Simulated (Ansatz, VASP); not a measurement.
## BiAsS: VASP beside Ansatz

```
Bi As S
1.0
     4.63199    0.00000    0.00000
    -2.31599    4.01142    0.00000
     0.00000    0.00000    7.48815
Bi As S
2 2 2
Direct
  0.00000 0.00000 0.50000
  0.00000 0.00000 0.00000
  0.33333 0.66667 0.25000
  0.66667 0.33333 0.75000
  0.66667 0.33333 0.25000
  0.33333 0.66667 0.75000
```

Change from the starting cell: species swapped into the YbCuSi type (P6_3/mmc, No. 194).

Alike in both runs: functional PBE; k mesh 6 × 6 × 2; occupations gaussian, width 0.1 eV; no spin polarisation.

Ansatz relaxed the structure, and its values are those at the end. VASP's run is a single point on that final structure, the one shown.

|  | VASP | Ansatz |
| --- | --- | --- |
| version | VASP 6.6.1 | Ansatz 0.2.0 |
| potentials or method | VASP PAW PBE potentials, release 64 (Bi_d, As, S) | scalar-relativistic, plane waves, PAW |
| plane-wave cutoff (eV) | 520 | 420 |
| valence electrons in the cell | 52 | 72 |

VASP gave:

```
gap on the k mesh at the Fermi level (eV) : none
pressure (GPa)                            : -0.1
```

Question: Estimate Ansatz's values.

Answer: gap on the k mesh at the Fermi level (eV): none; pressure (GPa): 0.0.

A gap of «none» marks a metal or a gap that the smearing closes. The functional is the same, so the differences come from potentials, cutoffs and numerics. The two sets of potentials don't hold the same shells in valence.

Caveats: the k mesh is coarse (spacing up to 0.42 Å⁻¹), so the values aren't converged; spin-orbit coupling is left out, which moves the levels of the heavy elements.
